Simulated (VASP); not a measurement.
Ni:

```
Ni
1.0
     0.00000    1.76194    1.76194
     1.76194    0.00000    1.76194
     1.76194    1.76194    0.00000
Ni
1
Direct
  0.00000 0.00000 0.00000
```

```yaml
Program: VASP 6.6.1
Task: relaxation of cell and atoms
Functional: PBE
Potentials_or_basis: VASP PAW PBE potentials, release 64 (Ni)
Cutoff: 520 eV
k_mesh: 4 × 4 × 4
Occupations: gaussian, width 0.1 eV
Spin: collinear spin, ferromagnetic start
Starting_moments: "[0.8] μB"
```

At the start: pressure -4.2 GPa; volume 10.94 Å³/atom.

Task: Where does the relaxation end?

Result: Over 3 steps the energy falls by 3.1 meV/atom and the volume is 10.71 Å³/atom (-2.1 %); space group Fm-3m (No. 225, to 0.05 Å); moment 0.59 μB per cell.

The path:
| step | energy change (eV) | largest force (eV/Å) | pressure (GPa) | volume (Å³) |
| --- | --- | --- | --- | --- |
| 1 | 0.0000 | 0.0000 | -4.19 | 10.94 |
| 2 | -0.0001 | 0.0000 | 4.51 | 10.49 |
| 3 | -0.0031 | 0.0000 | 0.02 | 10.71 |

Final structure:
```yaml
crystal:
  lattice:
    - [0.00000, 1.74949, 1.74949]
    - [1.74949, 0.00000, 1.74949]
    - [1.74949, 1.74949, 0.00000]
  atoms:
    - { symbol: Ni, position: [0.00000, 0.00000, 0.00000] }
```

Caveat: the k mesh is coarse (spacing up to 0.77 Å⁻¹), so the values aren't converged.
